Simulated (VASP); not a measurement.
Here is the system:

```
MnS
1.0
    5.15002     2.56479     2.56479
    2.56479     5.15002     2.56479
    2.56479     2.56479     5.15002
Mn S
2 2
Direct
  0.00000   0.00000   0.00000
  0.50000   0.50000   0.50000
  0.25000   0.25000   0.25000
  0.75000   0.75000   0.75000
```
Starting moments (μB, in the order of the record's atoms Mn Mn S S): 4.1 -4.1 0.0 0.0.

Level of theory: vdW-DF-cx, VASP's PBE PAW potentials (set 64) (plane waves; VASP). Settings: 520 eV cut-off, 7×7×7 Γ-centred mesh, Gaussian smearing of 0.050 eV, potentials Mn_pv S.

Question: Give the stress tensor in GPa (positive for a compressed cell).

Answer: 
```
-4.35  -0.09  -0.09
-0.09  -4.35  -0.09
-0.09  -0.09  -4.35
```
The pressure is its mean diagonal, -4.35 GPa.

The compound is MnS in the rock salt, AFM-II order structure. This cell is one point of a volume scan, at 1.06 of the reference volume.
